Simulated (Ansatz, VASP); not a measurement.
**AlBiS3 in two plane-wave programs**

Aim: how closely do two programs agree when they are given the same cell, functional and k mesh? The cell is generated by rule, not measured, and may not be a known phase. The cell is taken from a series of runs on this material, whose earlier steps may have relaxed, scaled, displaced or heated it; both programs get it as it stands.

Method: plane waves, with VASP 6.6.1 beside it; zone-centre phonons at LDA, in Ansatz 0.2.0.

The structure was built from a prototype and need not be the compound's stable phase.

**1. Set-up**

Symmetry: Pm-3m, No. 221, cubic system. The conventional cell has a = 4.569 Å, b = 4.569 Å, c = 4.569 Å, α = 90.00°, β = 90.00°, γ = 90.00°. Nearest to Bi lie 12 S at 3.23 Å. Al has 6 S at 2.28 Å nearest. S has 2 Al at 2.28 Å and 4 Bi at 3.23 Å nearest. Farther neighbours and most contacts between anions are not listed.

**2. Ansatz: zone-centre phonons, LDA**

Ansatz runs on norm-conserving files, of PseudoDojo where its log says so.

Second derivatives magnify differences that forces hide, and they need a tight electronic threshold.

The input, input.yaml:

```yaml
crystal:
  lattice:
    - [4.5690303556, 0.0, 0.0]
    - [0.0, 4.5690303556, 0.0]
    - [0.0, 0.0, 4.5690303556]
  atoms:
    - { symbol: Bi, position: [0.0, 0.0, 0.0] }
    - { symbol: Al, position: [0.5, 0.5, 0.5] }
    - { symbol: S, position: [0.5, 0.5, 0.0] }
    - { symbol: S, position: [0.5, 0.0, 0.5] }
    - { symbol: S, position: [0.0, 0.5, 0.5] }
kpoints:
  mp_grid: { grid: [6, 6, 6] }
hamiltonian:
  xc: lda
  pseudopotentials: { kind: nc, accuracy: standard }
scf:
  occupations: { method: gaussian, width: 0.27211 }
output:
  eigenvalues: true
phonons:
  method: dfpt
  qmesh: [2, 2, 2]
  temperatures: { t_max: 1000, t_step: 50 }
  qpath:
    path:
      - [[0.0, 0.0, 0.0], [0.0, 0.5, 0.0], [0.5, 0.5, 0.0], [0.0, 0.0, 0.0], [0.5, 0.5, 0.5], [0.0, 0.5, 0.0]]
      - [[0.5, 0.5, 0.5], [0.5, 0.5, 0.0]]
    npoints: 10
```

The run is started by

```sh
> ansatz run input.yaml --threads 4 --pin off --max-ram 8192MiB --backend cpu --events-out ev --progress --plain --runs-dir out
```

Log:

```text
Engine: ansatz 0.2.0, x86_64-unknown-linux-gnu
Pseudopotentials: kind: nc
Pseudopotential: Bi, nc, valence charge 15, recommended cutoff 952.398519 eV (normal), Bi.nc.azcp (PseudoDojo's, or run here from an input of PseudoDojo's; its table is named by hamiltonian.pseudopotentials.accuracy)
Pseudopotential: Al, nc, valence charge 3, recommended cutoff 598.650497 eV (normal), Al.nc.azcp (PseudoDojo's, or run here from an input of PseudoDojo's; its table is named by hamiltonian.pseudopotentials.accuracy)
Pseudopotential: S, nc, valence charge 6, recommended cutoff 734.707429 eV (normal), S.nc.azcp (PseudoDojo's, or run here from an input of PseudoDojo's; its table is named by hamiltonian.pseudopotentials.accuracy)
Functional definition: SPW92
  exchange = slater_x
  correlation = pw_c
Crystal: 5 atoms, lattice volume = 95.383 Å³
Basis set: ecut = 952.398519 eV, 6403 PW (Γ), exchange–correlation on 96×96×96 points (8 copies of the dense FFT grid, shifted against one another)
Bands: 23, of which v1, the nominal top of the filled ones, is band 18 counted from 1 (17 counted from 0)
Symmetry: 48 space group operations
k-points: 20 of 216
Non-local potential: Bi, projectors of the file, l = 0: 2, l = 1: 2, l = 2: 2, l = 3: 2
Non-local potential: Al, projectors of the file, l = 0: 2, l = 1: 2, l = 2: 2
Non-local potential: S, projectors of the file, l = 0: 2, l = 1: 2, l = 2: 2
Initial density: superposition of atomic densities (chi_scale 0.1, normalization cell, long waves kept (reshape's long-wave potential 0.01 eV rms))
Initial wavefunctions: pseudopotential atomic-orbital guess
Functional: x = slater, c = lda
SCF iter   1: F=—  HF=-3192.235485 eV  |F-HF|=—  |Δ(HF+E_count)|=         —  Δρ=4.09e-2  dr2=3.22e0  ethr=3.10e-3  ⟨swp⟩=6.8  Hψ=2342  notcnv=0
preconditioner: auto → Kerker (q_TF=auto, 2.319 Å⁻¹)  [metal: Δε(μ)=0.236 eV  Ē_g=13.774 eV  σ=0.272 eV  W_gap=0.46  n_scr=18 (ndim 8)  ℏωp=22.8 eV  f_vac=0.000  D(μ)=0.63/eV (n_scr^D=0)]
SCF iter   2: F=—  HF=-3191.575591 eV  |F-HF|=—  |Δ(HF+E_count)|=   6.60e-1  Δρ=2.02e-2  dr2=7.43e-1  ethr=3.10e-3  ⟨swp⟩=2.3  Hψ=805  notcnv=0
SCF iter   3: F=—  HF=-3191.394440 eV  |F-HF|=—  |Δ(HF+E_count)|=   1.81e-1  Δρ=4.60e-3  dr2=2.21e-2  ethr=2.06e-3  ⟨swp⟩=2.0  Hψ=593  notcnv=0
SCF iter   4: F=—  HF=-3191.389589 eV  |F-HF|=—  |Δ(HF+E_count)|=   4.85e-3  Δρ=1.07e-3  dr2=2.93e-3  ethr=6.13e-5  ⟨swp⟩=2.2  Hψ=791  notcnv=0  defer=1
SCF iter   5: F=—  HF=-3191.389016 eV  |F-HF|=—  |Δ(HF+E_count)|=   5.73e-4  Δρ=3.41e-4  dr2=1.69e-4  ethr=8.13e-6  ⟨swp⟩=1.9  Hψ=610  notcnv=0  defer=1
SCF iter   6: F=—  HF=-3191.388986 eV  |F-HF|=—  |Δ(HF+E_count)|=   3.01e-5  Δρ=7.69e-5  dr2=9.00e-6  ethr=4.71e-7  ⟨swp⟩=2.2  Hψ=623  notcnv=0  defer=1
SCF iter   7: F=—  HF=-3191.388994 eV  |F-HF|=—  |Δ(HF+E_count)|=   7.60e-6  Δρ=2.92e-5  dr2=2.31e-6  ethr=2.50e-8  ⟨swp⟩=2.5  Hψ=710  notcnv=0  defer=1
SCF iter   8: F=—  HF=-3191.388948 eV  |F-HF|=—  |Δ(HF+E_count)|=   4.60e-5  Δρ=3.98e-6  dr2=3.26e-8  ethr=6.41e-9  ⟨swp⟩=1.4  Hψ=497  notcnv=0  defer=1
SCF iter   9: F=—  HF=-3191.388948 eV  |F-HF|=—  |Δ(HF+E_count)|=   6.21e-9  Δρ=5.24e-7  dr2=2.68e-10  ethr=9.05e-11  ⟨swp⟩=2.2  Hψ=768  notcnv=0  defer=1
SCF iter  10: F=—  HF=-3191.388948 eV  |F-HF|=—  |Δ(HF+E_count)|=  8.82e-11  Δρ=8.59e-8  dr2=1.00e-11  ethr=1.00e-12  ⟨swp⟩=7.7  Hψ=3266  notcnv=0
[...]
SCF 1 converged in 11 iterations: F = -3191.388948 eV  dr2 = 9.85e-14
Initial density: read from a saved state, or passed on in memory by an earlier SCF of this step, an earlier step, the calling program or the single point that the run made first
iter 1 solved again at ethr=4.36e-7 eV; its pass at ethr=3.10e-3 eV (dr2=1.57e-4 eV) is discarded
SCF iter   1: F=—  HF=-3191.388987 eV  |F-HF|=—  |Δ(HF+E_count)|=         —  Δρ=2.14e-6  dr2=2.29e-9  ethr=4.36e-7  ⟨swp⟩=3.1  Hψ=3757  notcnv=0
eigensolver tolerance schedule: the retry pair's looser diagonalisation over-reported the residual by 68492.64 of it (diagonalisation noise at an unbounded share of the residual, at the tolerance the schedule requests for it); recorded, not acted on — ethr = c·dr2/N_el stays at c = 1.0e-1
preconditioner: auto → Kerker (q_TF=auto, 2.319 Å⁻¹)  [metal: Δε(μ)=0.119 eV  Ē_g=8.864 eV  σ=0.272 eV  W_gap=0.24  n_scr=18 (ndim 8)  ℏωp=19.4 eV  f_vac=0.000  D(μ)=2.18/eV (n_scr^D=18)]
SCF iter   2: F=—  HF=-3191.388948 eV  |F-HF|=—  |Δ(HF+E_count)|=   3.96e-5  Δρ=1.04e-6  dr2=4.56e-10  ethr=6.37e-12  ⟨swp⟩=5.0  Hψ=1665  notcnv=0
SCF iter   3: F=—  HF=-3191.388948 eV  |F-HF|=—  |Δ(HF+E_count)|=  1.18e-10  Δρ=6.75e-7  dr2=2.01e-10  ethr=1.27e-12  ⟨swp⟩=1.1  Hψ=461  notcnv=0
SCF iter   4: F=—  HF=-3191.388948 eV  |F-HF|=—  |Δ(HF+E_count)|=  6.37e-11  Δρ=3.93e-7  dr2=7.69e-11  ethr=1.00e-12  ⟨swp⟩=1.0  Hψ=460  notcnv=0
SCF iter   5: F=—  HF=-3191.388948 eV  |F-HF|=—  |Δ(HF+E_count)|=  1.05e-11  Δρ=3.36e-7  dr2=5.38e-11  ethr=1.00e-12  ⟨swp⟩=1.0  Hψ=460  notcnv=0
SCF iter   6: F=—  HF=-3191.388948 eV  |F-HF|=—  |Δ(HF+E_count)|=  5.91e-12  Δρ=2.92e-7  dr2=4.15e-11  ethr=1.00e-12  ⟨swp⟩=1.0  Hψ=460  notcnv=0
SCF iter   7: F=—  HF=-3191.388948 eV  |F-HF|=—  |Δ(HF+E_count)|=  5.00e-12  Δρ=2.48e-7  dr2=3.03e-11  ethr=1.00e-12  ⟨swp⟩=1.0  Hψ=460  notcnv=0
SCF iter   8: F=—  HF=-3191.388948 eV  |F-HF|=—  |Δ(HF+E_count)|=  1.00e-11  Δρ=1.40e-7  dr2=1.01e-11  ethr=1.00e-12  ⟨swp⟩=1.0  Hψ=460  notcnv=0
SCF iter   9: F=-3191.388948 eV  HF=-3191.388948 eV  |F-HF|=6.37e-12  |Δ(HF+E_count)|=  9.09e-13  Δρ=1.33e-7  dr2=9.18e-12  ethr=1.00e-12  ⟨swp⟩=1.8  Hψ=649  notcnv=0
SCF 2 converged in 9 iterations: F = -3191.388948 eV  dr2 = 9.18e-12
phonons: the bands overlap, so this run is a metal and interpolates without the dipole-dipole term. If the crystal is really an insulator or semiconductor, its LO-TO splitting is missing
NSCF: frozen V_eff on 20 k-points
WARN: eigensolver did not converge in 12 slots of this pass, the one above among them; of largest residual over every band (k=7): 1 band(s) unlocked (lowest unlocked band 22, counted from 0; max residual 6.52e-3 eV among the unlocked bands, 6.52e-3 eV over every band); of lowest unlocked band (k=1): band 22
NSCF: frozen V_eff on 64 k-points
DFPT response loops at q = (0, 0, 0) (fractional): preconditioner auto → Kerker (q_TF=auto, 2.319 Å⁻¹) (partly filled bands, converged f_vac=0.000); β = 1.00, the filter's whole step (`scf.mixing.beta` (0.50) is not read by the response loops under this deck's `scf.mixing.preconditioner`; to damp them name `kerker` or `kerker_dos`, under which they read `scf.mixing.beta`, and type it under 1.00, their step now; both keys bind the ground state too); Broyden in place of MSR1
NSCF: frozen V_eff on 128 k-points
DFPT response loops at q = (0, 0, -0.5) (fractional): mixed as the last ones told, above
NSCF: frozen V_eff on 128 k-points
DFPT response loops at q = (0, -0.5, -0.5) (fractional): mixed as the last ones told, above
NSCF: frozen V_eff on 128 k-points
DFPT response loops at q = (-0.5, -0.5, -0.5) (fractional): mixed as the last ones told, above
SCF converged after 11 iterations
Free energy (F): -3191.388948 eV
Harris-Foulkes:  -3191.388948 eV  (|F-HF|=4.55e-13)
Internal energy: -3191.308168 eV  (E = F + TS)
E sigma→0 (E₀):  -3191.348558 eV
Entropy (-TS):   -0.080780 eV (-16.156 meV/atom)
Fermi energy:    9.093380 eV
--- Per-component energies (eV) ---
  E_band       = -62.188934
  E_kinetic    = 1410.774825
  E_local      = -1631.150651  (includes V_loc(G=0)·N_el)
  E_nonlocal   = -281.020962
  E_hartree    = 530.188147
  E_xc         = -867.011792
  E_vxc        = -621.168438  (∫ρ·V_xc dr)
  E_ewald      = -2353.087733
  E_smearing   = -0.080780  (= −TS)
  E_closure    = 0.000000  (closes the sum)
  Σ components = -3191.388948   (vs F -3191.388948, Δ=0.00e0)
--- Band table (eV; the first three rows and the last of 20) ---
  k-point 0: bands = [... 14 lower, 7.3966, 7.6835, 7.6835, 7.6835, 9.7743, 12.2666, 12.2666, 12.2666, ... 1 higher]
  k-point 1: bands = [... 14 lower, 7.0247, 7.4705, 7.6887, 7.6887, 10.5822, 11.3887, 11.8507, 11.8507, ... 1 higher]
  k-point 2: bands = [... 14 lower, 6.6801, 7.1032, 7.9399, 7.9399, 9.6927, 11.1430, 11.1430, 12.2111, ... 1 higher]
  k-point 19: bands = [... 14 lower, 7.5801, 9.4036, 9.4036, 9.4036, 12.3369, 12.3369, 12.3369, 13.5545, ... 1 higher]
--- Phonons (Γ-DFPT): 4 representative perturbations + reference (Σ response iterations 9) ---
  ASR residual: 2.759e-5 → 0.000e0 eV/Å²; symmetrization residual: 2.885e-6 eV/Å²
  ASR residual per site (eV/Å²): 1.80e-5 1.53e-5 2.76e-5 2.76e-5 2.76e-5
  Γ frequencies (cm⁻¹): -154.40 -154.40 -154.40 -151.70 -151.70 -151.70 0.00 0.00 0.00 105.12 105.12 105.12 468.08 468.08 468.08
--- Phonons (arbitrary-q DFPT): 4 irreducible q on the 2×2×2 mesh ---
  q = [0.0000, 0.0000, 0.0000] (star 1, of the zone-centre solve; hermiticity 3.62e-7, symmetrization 4.38e-15): -154.40 -154.40 -154.40 -151.70 -151.70 -151.70 -0.00 -0.00 0.00 105.12 105.12 105.12 468.08 468.08 468.08
  q = [0.0000, 0.0000, -0.5000] (star 3, 9 solved perturbations in 504 linear systems a pass and spin channel, the states on 64 of 216 k-point pairs; hermiticity 1.41e-7, symmetrization 2.05e-13, the responses' own estimated error 7.4e-5 eV/Å²): -182.69 -135.96 -135.96 -133.78 -133.78 40.63 52.58 52.58 94.18 125.50 125.50 335.91 386.94 466.04 466.04
  q = [0.0000, -0.5000, -0.5000] (star 3, 9 solved perturbations in 504 linear systems a pass and spin channel, the states on 64 of 216 k-point pairs; hermiticity 2.46e-7, symmetrization 6.30e-13, the responses' own estimated error 6.1e-5 eV/Å²): -253.47 -163.65 -163.65 -84.69 -84.69 -34.87 67.23 67.23 154.29 161.85 329.34 343.17 343.17 421.53 467.27
  q = [-0.5000, -0.5000, -0.5000] (star 1, 4 solved perturbations in 184 linear systems a pass and spin channel, the states on 64 of 216 k-point pairs; hermiticity 9.72e-8, symmetrization 1.26e-12, the responses' own estimated error 5.9e-5 eV/Å²): -232.23 -232.23 -232.23 -101.59 -101.59 -101.59 137.93 137.93 137.93 326.19 326.19 354.23 354.23 354.23 449.86
  sum rule: each row above includes the acoustic sum rule's correction from the zone centre's row sums; it moved no ω² by more than (0.48 cm⁻¹)²
  mesh force constants: q→R imaginary residual 6.86e-18; ASR residual 2.759e-5 → 0.000e0 eV/Å²; symmetrization residual 7.994e-15 eV/Å²
  interpolated dispersion: 62 rows × 15 modes
  density of states and harmonic sums: on the 14×14×14 q-mesh, interpolated from the force constants of a 2×2×2 supercell (no non-analytic term)
  largest difference from the sums on the solved wave vectors: F 1.74e-2 eV, S 2.57e-5 and C_V 2.29e-5 eV/K
  zero-point energy: 0.140817 eV/cell   skipped modes (ω ≤ 0): 705, of them read as no rigid motion or as one in doubt: 702 (5.887e0 modes/cell left out, lowest -253.47 cm⁻¹)   left out of the sums: 3.93e-1 of the cell's modes: C_V's classical limit lies that fraction below 3 k_B per atom; for a crystal, a wire or a layer, F and S can be off by more, and a phonons.interpolated_qmesh denser along its periods is the remedy for the sampling
```

The column dr2 measures how far the density is from self-consistency, as an energy; F and HF (Harris–Foulkes) agree once it is small.

(Part 1 of 3 ends here.)

[Lines on the potential files, build, host, timing and source positions are cut from VASP's logs without a mark.]

[Logs are printed without paths, hosts, clocks, repeated set-up lines and the standing remarks that a program may print on its own settings, such as how far it seeks lower states.]

[Hosts, paths, dates, database ids (printed as entryN), source tags and the programs' standing remarks are cut or masked in the printed files.]
